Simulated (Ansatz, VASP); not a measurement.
# NiO (rocksalt prototype): VASP beside Ansatz, part 2 of 3

One calculation is typed for both programs; each brings its own data sets. How far apart do they land? The start cell is built, not measured: As first built, before any earlier steps moved the atoms (in the runner's words): rocksalt prototype, lattice guessed from radii. The cell is taken from a series of runs on this material, whose earlier steps may have relaxed, scaled, displaced or heated it; both programs get it as it stands.

VASP 6.6.1 and Ansatz 0.2.0.

So far: The starting structure; Ansatz: single point, LDA, DFT+U, pair 1.

### 3. VASP: single point, LDA, DFT+U, pair 1

Level of this step: LDA, DFT+U (Ni d 5.4 eV), spin-polarised from a ferromagnetic start; plane waves and PAW (Ni, O) (VASP).

The same cell, functional (in two slightly different forms), mesh and smearing now go to VASP, with its own data sets.

Lines of VASP's logs that name or quote its potential files are left out, and so is its time.

INCAR reads:

```
SYSTEM = NiO
PREC = Accurate
ENCUT = 520
EDIFF = 1E-06
NELM = 200
ISMEAR = -1
SIGMA = 0.05
LREAL = .FALSE.
ALGO = Normal
GGA = PW92
NBANDS = 37
ISPIN = 2
MAGMOM = 1.67 1.67 1.67 0.26 0.26 0.26
LDAU = .TRUE.
LDAUTYPE = 2
LDAUL = 2 -1
LDAUU = 5.4 0
LDAUJ = 0 0
LDAUPRINT = 1
LASPH = .TRUE.
LMAXMIX = 4
LORBIT = 11
LWAVE = .FALSE.
LCHARG = .FALSE.
ISIF = 2
GGA_COMPAT = .FALSE.
KPAR = 2
```

POSCAR reads:

```
NiO
1.0
    0.0000000000     -2.1013440500     -2.1013440500
   -4.2026881000      0.0000000000      0.0000000000
    2.1013440500      4.2026881000     -2.1013440500
Ni O
3 3
Direct
    0.6666666667      0.6666666667      0.3333333333
    0.3333333333      0.3333333333      0.6666666667
    0.0000000000      0.0000000000      0.0000000000
    0.6666666667      0.1666666667      0.3333333333
    0.3333333333      0.8333333333      0.6666666667
    0.0000000000      0.5000000000      0.0000000000
```

KPOINTS reads:

```
Automatic mesh
0
Gamma
10 10 10
0 0 0
```

The projector-augmented-wave data sets are Ni and O (LDA family, release 64).

Run with:

```console
$ mpirun -np 2 vasp_std
```

Numbers of over 12 decimals in the logs are rounded to 6 here.

The program printed:

```text
[banner, memory and clock lines left out]
running    2 mpi-ranks, on    1 nodes
 distrk:  each k-point on    1 cores,    2 groups
 distr:  one band on    1 cores,    1 groups

 POSCAR found type information on POSCAR NiO
 POSCAR found :  2 types and       6 ions
|                                                                             |
|               ----> ADVICE to this user running VASP <----                  |
|                                                                             |
|     You enforced a specific xc type in the INCAR file but a different       |
|     [... a line on the potential file left out ...]
|     I HOPE YOU KNOW WHAT YOU ARE DOING!                                     |
|                                                                             |

 LDA part: xc-table for (Slater(with rela. corr.)+PW92), standard interpolation
 POSCAR, INCAR and KPOINTS ok, starting setup
 FFT: planning ... GRIDC
 FFT: planning ... GRID_SOFT
 FFT: planning ... GRID
 WAVECAR not read
 entering main loop
       N       E                     dE             d eps       ncg     rms          rms(c)
DAV:   1     0.449135476809E+03    0.44914E+03   -0.21906E+04 25820   0.173E+03
DAV:   2     0.253978642636E+02   -0.42374E+03   -0.38507E+03 25485   0.396E+02
DAV:   3    -0.337953808115E+02   -0.59193E+02   -0.55908E+02 27888   0.157E+02
DAV:   4    -0.356477279745E+02   -0.18523E+01   -0.18396E+01 28260   0.295E+01
DAV:   5    -0.356773512053E+02   -0.29623E-01   -0.29615E-01 32549   0.344E+00    0.265E+01
DAV:   6    -0.343983642839E+02    0.12790E+01   -0.49459E+01 34231   0.100E+02    0.307E+01
DAV:   7    -0.344331615525E+02   -0.34797E-01   -0.67174E+00 29799   0.415E+01    0.149E+01
DAV:   8    -0.349613251452E+02   -0.52816E+00   -0.12472E+00 32771   0.789E+00    0.998E+00
DAV:   9    -0.351771903965E+02   -0.21587E+00   -0.15886E-01 31106   0.105E+01    0.128E+00
DAV:  10    -0.352070305999E+02   -0.29840E-01   -0.13801E-01 36425   0.341E+00    0.691E-01
DAV:  11    -0.352065267241E+02    0.50388E-03   -0.20066E-02 30514   0.232E+00    0.222E-01
DAV:  12    -0.352074904131E+02   -0.96369E-03   -0.28752E-03 34757   0.594E-01    0.137E-01
DAV:  13    -0.352076799349E+02   -0.18952E-03   -0.54621E-04 34297   0.225E-01    0.458E-02
DAV:  14    -0.352076943774E+02   -0.14443E-04   -0.64336E-05 36547   0.864E-02    0.179E-02
DAV:  15    -0.352076964701E+02   -0.20927E-05   -0.13934E-05 27051   0.302E-02    0.693E-03
DAV:  16    -0.352076962248E+02    0.24539E-06   -0.96587E-07 15774   0.858E-03
   1 F= -.35207696E+02 E0= -.35207696E+02  d E =-.147538E-07  mag=     6.0000
```

OUTCAR, selected parts (step 3):

```text
ion  position               nearest neighbor table
   1  0.667  0.667  0.333-   6 2.10   4 2.10   5 2.10   4 2.10   6 2.10   5 2.10   2 2.97   2 2.97
                             3 2.97   3 2.97   3 2.97   2 2.97   3 2.97   3 2.97   2 2.97   2 2.97
   2  0.333  0.333  0.667-   6 2.10   5 2.10   6 2.10   5 2.10   4 2.10   4 2.10   1 2.97   1 2.97
                             3 2.97   3 2.97   1 2.97   3 2.97   3 2.97   3 2.97   1 2.97   1 2.97
   3  0.000  0.000  0.000-   4 2.10   5 2.10   4 2.10   6 2.10   6 2.10   5 2.10   2 2.97   1 2.97
                             2 2.97   1 2.97   2 2.97   1 2.97   1 2.97   1 2.97   2 2.97   2 2.97
   4  0.667  0.167  0.333-   3 2.10   1 2.10   2 2.10   1 2.10   3 2.10   2 2.10
   5  0.333  0.833  0.667-   3 2.10   2 2.10   3 2.10   2 2.10   1 2.10   1 2.10
   6  0.000  0.500  0.000-   1 2.10   2 2.10   1 2.10   3 2.10   3 2.10   2 2.10

  LATTYP: Found a body centered orthorhombic cell.
 ALAT       =     2.9717492547
 B/A-ratio  =     1.4142135624
 C/A-ratio  =     3.0000000000

 Subroutine GETGRP returns: Found  8 space group operations
 (whereof  8 operations were pure point group operations)

The static configuration has the point symmetry D_2h.

 Found    171 irreducible k-points:

   k-points           NKPTS =    171   k-points in BZ     NKDIM =    171   number of bands    NBANDS=     37

   dimension x,y,z NGX =    24 NGY =   32 NGZ =   40
   dimension x,y,z NGXF=    48 NGYF=   64 NGZF=   80

   ENCUT  =  520.0 eV  38.22 Ry    6.18 a.u.   5.53  7.81  9.57*2*pi/ulx,y,z

   NELECT =      48.0000    total number of electrons

 k-points in reciprocal lattice and weights: Automatic mesh
   0.00000000  0.00000000  0.00000000       0.001
   0.10000000  0.00000000  0.00000000       0.004
   0.20000000  0.00000000  0.00000000       0.004
   0.30000000  0.00000000  0.00000000       0.004
   0.40000000  0.00000000  0.00000000       0.004
   0.50000000  0.00000000  0.00000000       0.002
   0.00000000  0.10000000  0.00000000       0.004
   0.10000000  0.10000000  0.00000000       0.008
   0.20000000  0.10000000  0.00000000       0.008
[...]
o =  1.0308  v =  0.0000 -0.0001  0.5000  0.0000 -0.8660  0.0000  0.0000  0.0000  0.0000  0.0000      0.0000  0.0000  0.0000  0.0000  0.0000  0.0000  0.0000  0.0000  0.0000  0.0000
  o =  1.0308  v =  0.0000 -0.0000 -0.8660  0.0000 -0.5000  0.0000  0.0000  0.0000  0.0000  0.0000      0.0000  0.0000  0.0000  0.0000  0.0000  0.0000  0.0000  0.0000  0.0000  0.0000

 average (electrostatic) potential at core
       1 -84.6437       2 -84.6437       3 -84.6437       4 -69.0276       5 -69.0276
       6 -69.0276

 E-fermi :   7.1310

 spin component 1
 k-point     1 :       0.0000    0.0000    0.0000
  band No.  band energies     occupation
    ...
     23       4.7093      1.00000
     24       4.7093      1.00000
     25       4.7093      1.00000
     26       5.4525      1.00000
     27       5.4525      1.00000
     28       8.8135      0.00000
     29      15.6185      0.00000
     30      15.6185      0.00000
     31      16.1337      0.00000
     32      16.1337      0.00000
    ...

 k-point     2 :       0.1000    0.0000    0.0000
  band No.  band energies     occupation
    ...
     23       4.4068      1.00000
     24       4.7140      1.00000
     25       4.8781      1.00000
     26       5.0023      1.00000
     27       5.3944      1.00000
     28       9.3720      0.00000
     29      15.4296      0.00000
     30      15.8015      0.00000
     31      16.2115      0.00000
     32      16.6109      0.00000
    ...

 k-point     3 :       0.2000    0.0000    0.0000
  band No.  band energies     occupation
    ...
     23       3.9304      1.00000
     24       4.4899      1.00000
     25       4.6989      1.00000
     26       4.9136      1.00000
     27       5.2417      1.00000
     28      10.5938      0.00000
     29      15.1696      0.00000
     30      15.3891      0.00000
     31      17.0094      0.00000
     32      17.3272      0.00000
    ...

 k-point     4 :       0.3000    0.0000    0.0000
  band No.  band energies     occupation
    ...
     23       3.6496      1.00000
     24       4.2923      1.00000
     25       4.4828      1.00000
     26       4.6036      1.00000
     27       5.5559      1.00000
     28      11.9618      0.00000
     29      14.2105      0.00000
     30      15.3822      0.00000
     31      17.3642      0.00000
     32      17.4825      0.00000
    ...

 k-point     5 :       0.4000    0.0000    0.0000
  band No.  band energies     occupation
    ...
     23       3.6674      1.00000
     24       3.6966      1.00000
     25       4.3853      1.00000
     26       4.9136      1.00000
     27       5.6375      1.00000
     28      13.2507      0.00000
     29      13.3651      0.00000
     30      15.1696      0.00000
     31      17.0094      0.00000
     32      17.5495      0.00000
    ...

 k-point     6 :       0.5000    0.0000    0.0000
  band No.  band energies     occupation
    ...
     23       3.4327      1.00000
     24       4.0520      1.00000
     25       4.0520      1.00000
     26       5.3979      1.00000
     27       5.3979      1.00000
     28      13.0357      0.00000
     29      14.3720      0.00000
     30      14.3720      0.00000
     31      17.5244      0.00000
     32      17.5244      0.00000
    ...

  Total       -6.4470577     -6.4469419     -6.4469419      0.0000000      0.0001622      0.0000000
  in kB     -185.5365140   -185.5331837   -185.5331837      0.0000000      0.0046669      0.0000000
  external PRESSURE =    -185.5342938 kB  Pullay stress =       0.0000000 kB

  energy-cutoff  :      520.00
  volume of cell :       55.67
      direct lattice vectors                 reciprocal lattice vectors
     0.000000000 -2.101344050 -2.101344050     0.000000000 -0.158628633 -0.317257265
    -4.202688100  0.000000000  0.000000000    -0.237942949  0.079314316 -0.079314316
     2.101344050  4.202688100 -2.101344050     0.000000000  0.158628633 -0.158628633

 POSITION                                       TOTAL-FORCE (eV/Angst)
 -----------------------------------------------------------------------------------
     -2.10134     -0.00000     -2.10134        -0.000000     -0.000000      0.000000
      0.00000      2.10134     -2.10134         0.000000      0.000000      0.000000
      0.00000      0.00000      0.00000         0.000000      0.000000     -0.000000
     -0.00000     -0.00000     -2.10134         0.000000     -0.000000      0.000000
     -2.10134      2.10134     -2.10134        -0.000000     -0.000000      0.000000
     -2.10134      0.00000      0.00000        -0.000000     -0.000000      0.000000
 -----------------------------------------------------------------------------------
    total drift:                               -0.000000     -0.000000     -0.000000

  FREE ENERGIE OF THE ION-ELECTRON SYSTEM (eV)
  ---------------------------------------------------
  free  energy   TOTEN  =       -35.2076962248 eV

  energy  without entropy=      -35.2076962100  energy(sigma->0) =      -35.20769622

 total charge
# of ion       s       p       d       tot
------------------------------------------
    1        0.342   0.414   8.242   8.999
    2        0.342   0.414   8.242   8.999
    3        0.342   0.414   8.242   8.999
    4        1.535   3.435   0.000   4.970
    5        1.535   3.435   0.000   4.970
    6        1.535   3.435   0.000   4.970
--------------------------------------------------
tot          5.632  11.547  24.727  41.906

 magnetization (x)
# of ion       s       p       d       tot
------------------------------------------
    1        0.010   0.014   1.731   1.754
    2        0.010   0.014   1.731   1.754
    3        0.010   0.014   1.731   1.754
    4        0.021   0.203   0.000   0.224
    5        0.021   0.203   0.000   0.224
    6        0.021   0.203   0.000   0.224
--------------------------------------------------
tot          0.092   0.651   5.193   5.936

[... 6 further parts left out ...]
```

The magnetic state follows from one typed start and may not be the lowest.

### 4. Comparison

Known differences besides the potentials themselves: VASP starts from the moments at which Ansatz ended; U acts on the PAW sphere in VASP and on atomic orbitals in Ansatz, so only states and trends compare; the data sets hold 72 valence electrons in Ansatz (on its default PAW (the set named soft_2) files) and 48 in VASP; the cutoff is 420 eV in Ansatz and 520 eV in VASP; VASP's log shows a relativistic correction to its local exchange, Ansatz's none; site moments are counted in spheres of each program's own size. Total energies have different zeros and are not compared.

The two programs side by side:

```
          quantity  Ansatz  VASP  difference
 total moment (μB)    6.00  6.00        0.00
moment on Ni1 (μB)    1.67  1.75       -0.08
moment on Ni2 (μB)    1.67  1.75       -0.08
moment on Ni3 (μB)    1.67  1.75       -0.08
 moment on O4 (μB)    0.26  0.22       +0.03
 moment on O5 (μB)    0.26  0.22       +0.03
 moment on O6 (μB)    0.26  0.22       +0.03
```

### 5. Ansatz: single point, LDA, DFT+U, pair 2

A single point gives forces, pressure and levels at one fixed geometry, so differences don't come from the geometry; what else differs is listed under the comparison.

The cell is taken from a series of runs on this material, whose earlier steps may have relaxed, scaled, displaced or heated it; both programs get it as it stands.

input.yaml reads:

```yaml
crystal:
  lattice:
    - [0.0, -2.10134405, -2.10134405]
    - [-4.2026881, 0.0, 0.0]
    - [2.10134405, 4.2026881, -2.10134405]
  atoms:
    - { symbol: Ni, position: [0.666666667, 0.666666667, 0.333333333], spin: 2.0 }
    - { symbol: Ni, position: [0.333333333, 0.333333333, 0.666666667], spin: 2.0 }
    - { symbol: Ni, position: [0.0, 0.0, 0.0], spin: 2.0 }
    - { symbol: O, position: [0.666666667, 0.166666667, 0.333333333] }
    - { symbol: O, position: [0.333333333, 0.833333333, 0.666666667] }
    - { symbol: O, position: [0.0, 0.5, 0.0] }
magnetization:
  spin_polarized: true
kpoints:
  mp_grid: { grid: [10, 10, 10] }
hamiltonian:
  xc: lda
  hubbard:
    sites:
      - { species: Ni, l: d, u_eff: 7.2 }
      - { site: 0, l: d, u_eff: 7.2, starting_ns: [{ spin: up, occupation_matrix: ni1_major }, { spin: down, occupation_matrix: ni1_minor }] }
      - { site: 1, l: d, u_eff: 7.2, starting_ns: [{ spin: up, occupation_matrix: ni1_major }, { spin: down, occupation_matrix: ni1_minor }] }
      - { site: 2, l: d, u_eff: 7.2, starting_ns: [{ spin: up, occupation_matrix: ni1_major }, { spin: down, occupation_matrix: ni1_minor }] }
    projectors: ortho-atomic
    occupation_matrices:
      ni1_major:
        matrix:
          - [0.998, 0.0, 0.0, 0.0, 0.0]
          - [0.0, 0.999, 0.0, 0.0, 0.0]
          - [0.0, 0.0, 0.999, 0.0, 0.0]
          - [0.0, 0.0, 0.0, 0.998, 0.0]
          - [0.0, 0.0, 0.0, 0.0, 0.999]
      ni1_minor:
        matrix:
          - [0.15, 0.0, 0.0, 0.0, 0.0]
          - [0.0, 0.997, 0.0, 0.0, 0.0]
          - [0.0, 0.0, 0.997, 0.0, 0.0]
          - [0.0, 0.0, 0.0, 0.15, 0.0]
          - [0.0, 0.0, 0.0, 0.0, 0.997]
scf:
  occupations: { method: fermi_dirac, width: 0.05 }
output:
  eigenvalues: true
```

Run with:

```console
$ ansatz run input.yaml --threads 4 --pin off --max-ram 8192MiB --backend cpu --events-out ev --progress --plain --runs-dir out
```

The program printed:

```text
[...]
Crystal: 6 atoms, lattice volume = 55.673 Å³
Basis set: ecut = 420 eV, 1089 PW (Γ)
Bands: 47, of which v1, the nominal top of the filled ones, is band 36 counted from 1 (35 counted from 0)
Symmetry: 24 space group operations
[...]
k-points: 171 of 1000
[...]
Starting moments: Σ|m| = 6 μB on 3 of 6 sites
[...]
k-point 1 ↑: bands = [... 32 lower, 9.6492, 9.9732, 11.0405, 11.2171, 11.3093, 11.4175, 12.3749, 15.3368, ... 7 higher]
  k-point 2 ↑: bands = [... 32 lower, 9.6974, 10.3218, 10.6377, 10.8673, 11.2058, 11.5529, 12.6741, 15.9574, ... 7 higher]
  k-point 170 ↓: bands = [... 32 lower, 10.4727, 15.5363, 16.0318, 16.2848, 16.6136, 16.7653, 16.9309, 20.1555, ... 7 higher]
Occupation matrices written to <dir>
[key lines of the parts left out:]
SCF converged after 14 iterations
Magnetization: 6.0000 μB (39.0000 up, 33.0000 down)
Free energy (F): -18976.575158 eV
Fermi energy:    13.909600 eV
```

### 6. VASP: single point, LDA, DFT+U, pair 2

The same cell, functional (in two slightly different forms), mesh and smearing now go to VASP, with its own data sets.

Changes to INCAR since step 3:

```diff
@@ -12,3 +12,3 @@
 ISPIN = 2
-MAGMOM = 1.67 1.67 1.67 0.26 0.26 0.26
+MAGMOM = 1.71 1.71 1.71 0.21 0.21 0.21
 LDAU = .TRUE.
@@ -16,3 +16,3 @@
 LDAUL = 2 -1
-LDAUU = 5.4 0
+LDAUU = 7.2 0
 LDAUJ = 0 0
```

POSCAR is that of step 3.

KPOINTS is that of step 3.

Run with:

```console
$ mpirun -np 2 vasp_std
```

The program printed:

```text
[banner, memory and clock lines left out]
running    2 mpi-ranks, on    1 nodes
[...]
[... a notice as in an earlier step ...]

 LDA part: xc-table for (Slater(with rela. corr.)+PW92), standard interpolation
 POSCAR, INCAR and KPOINTS ok, starting setup
[...]
entering main loop
       N       E                     dE             d eps       ncg     rms          rms(c)
DAV:   1     0.450087380768E+03    0.45009E+03   -0.22010E+04 25844   0.173E+03
DAV:   2     0.294765485913E+02   -0.42061E+03   -0.38234E+03 25488   0.396E+02
DAV:   3    -0.304473514526E+02   -0.59924E+02   -0.57039E+02 27918   0.158E+02
DAV:   4    -0.323304194856E+02   -0.18831E+01   -0.18712E+01 27868   0.299E+01
[...]
DAV:  14    -0.344130371197E+02   -0.33807E-04   -0.13878E-04 31054   0.840E-02    0.222E-02
DAV:  15    -0.344130390417E+02   -0.19220E-05   -0.10708E-05 29032   0.255E-02    0.873E-03
DAV:  16    -0.344130388791E+02    0.16261E-06   -0.11523E-06 17833   0.123E-02
   1 F= -.34413039E+02 E0= -.34413039E+02  d E =-.236970E-10  mag=     6.0000
```

OUTCAR, selected parts (step 6):

```text
  Total       -7.2008615     -7.2004839     -7.2004839      0.0000000      0.0002031      0.0000000
  in kB     -207.2298407   -207.2189755   -207.2189755      0.0000000      0.0058448      0.0000000
  external PRESSURE =    -207.2225972 kB  Pullay stress =       0.0000000 kB

 POSITION                                       TOTAL-FORCE (eV/Angst)
 -----------------------------------------------------------------------------------
     -2.10134     -0.00000     -2.10134         0.000000     -0.000000     -0.000000
      0.00000      2.10134     -2.10134        -0.000000      0.000000      0.000000
      0.00000      0.00000      0.00000        -0.000000      0.000000      0.000000
     -0.00000     -0.00000     -2.10134        -0.000000      0.000000     -0.000000
     -2.10134      2.10134     -2.10134         0.000000      0.000000      0.000000
     -2.10134      0.00000      0.00000         0.000000      0.000000      0.000000
 -----------------------------------------------------------------------------------
    total drift:                               -0.000000     -0.000000     -0.000000

  FREE ENERGIE OF THE ION-ELECTRON SYSTEM (eV)
  ---------------------------------------------------
  free  energy   TOTEN  =       -34.4130388791 eV

  energy  without entropy=      -34.4130388791  energy(sigma->0) =      -34.41303888

 magnetization (x)
# of ion       s       p       d       tot
------------------------------------------
    1        0.010   0.013   1.796   1.819
    2        0.010   0.013   1.796   1.819
    3        0.010   0.013   1.796   1.819
    4        0.017   0.159   0.000   0.176
    5        0.017   0.159   0.000   0.176
    6        0.017   0.159   0.000   0.176
--------------------------------------------------
tot          0.079   0.517   5.388   5.984

[... 2 parts as in an earlier step ...]

[... 1 further part left out ...]
[key lines of the parts left out:]
E-fermi :   7.1547
```

The run ends at a pressure of -20.72 GPa.

### 7. Side by side

What differs besides the data sets and the points named for the pairs above, as far as they apply: the data sets hold 72 valence electrons in Ansatz (on its default PAW (the set named soft_2) files) and 48 in VASP. Total energies have different zeros and are not compared.

The two programs side by side:

```
              quantity  Ansatz   VASP  difference
gap on the k mesh (eV)   1.904  2.397      -0.493
     total moment (μB)    6.00   6.00        0.00
    moment on Ni1 (μB)    1.71   1.82       -0.11
    moment on Ni2 (μB)    1.71   1.82       -0.11
    moment on Ni3 (μB)    1.71   1.82       -0.11
     moment on O4 (μB)    0.21   0.18       +0.04
     moment on O5 (μB)    0.21   0.18       +0.04
     moment on O6 (μB)    0.21   0.18       +0.04
```

A gap on the mesh is an upper bound, since the band edges may lie between its points.

### 8. What the set-up changes

Further runs change the set-up of one program: Ansatz's method, potentials or start, or VASP's data sets, cutoff or form of LDA. The table gives Ansatz less VASP for each quantity, since a change that brings one quantity closer may part another.

```
                                   run  gap on the k mesh (eV)  total moment (μB)
                              as above                   -0.49                  0
VASP with the data sets Ni_sv_GW and O                   -0.40                  0
```

(Part 2 of 3 ends here.)

[Lines on the potential files, build, host, timing and source positions are cut from VASP's logs without a mark.]

[Logs are printed without paths, hosts, clocks, repeated set-up lines and the standing remarks that a program may print on its own settings, such as how far it seeks lower states.]

[Hosts, paths, dates, database ids (printed as entryN), source tags and the programs' standing remarks are cut or masked in the printed files.]
